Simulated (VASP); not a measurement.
Input:

```xyz
4
Lattice="3.9334 0.0000 0.0000 0.0000 3.9334 0.0000 0.0000 0.0000 4.9842" Properties=species:S:1:pos:R:3 pbc="T T T"
Sn     1.9667     0.0000     3.7992
Sn     0.0000     1.9667     1.1850
O      1.9667     1.9667     0.0000
O      0.0000     0.0000     0.0000
```

Computed with optB88-vdW, VASP's PBE PAW potentials (set 64) (plane waves; VASP). Numerical set-up: 520 eV cut-off, 6×6×5 Γ-centred mesh, Gaussian smearing of 0.050 eV, potentials Sn_d O.

The ions and cell shape at fixed volume are relaxed. Which structure does the run end with?

```xyz
4
Lattice="3.8761 0.0000 0.0000 0.0000 3.8761 0.0000 0.0000 0.0000 5.1325" Properties=species:S:1:pos:R:3 pbc="T T T"
Sn     1.9381     0.0000     3.9683
Sn     0.0000     1.9381     1.1642
O      1.9381     1.9381     0.0000
O      0.0000     3.8761     0.0000
```
Space group P4/nmm (129), at a tolerance of 0.03 Å.

How much energy does the relaxation gain?

The energy (σ→0) changes by -11.7 meV/atom, in 7 ionic steps.

The compound is SnO in the litharge structure. This cell is one point of a volume scan, at 1.06 of the reference volume. Symmetry was kept, so distortions that lower it aren't found.
